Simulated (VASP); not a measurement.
Data:

```yaml
crystal:
  lattice:
    - [0.00000, 2.70843, 2.70843]
    - [2.70843, 0.00000, 2.70843]
    - [2.70843, 2.70843, 0.00000]
  atoms:
    - { symbol: Si, position: [0.25000, 0.25000, 0.25000] }
    - { symbol: Si, position: [0.75000, 0.75000, 0.75000] }
    - { symbol: Ni, position: [0.00000, 0.00000, 0.00000] }
```

Level of theory: optB88-vdW, VASP's PBE PAW potentials (set 64) (plane waves; VASP). Settings: 520 eV cut-off, 10×10×10 Γ-centred mesh, first-order Methfessel-Paxton smearing of 0.10 eV, potentials Si Ni.

**Question.** Give the stress tensor in GPa (positive for a compressed cell).

**Answer.** 
```
3.72  0.00  0.00
0.00  3.72  0.00
0.00  0.00  3.72
```
The pressure is its mean diagonal, 3.72 GPa.

The compound is NiSi2 in the fluorite structure. This cell is one point of a volume scan, at 0.97 of the reference volume. The run is not spin-polarised, so no magnetic state was tried.
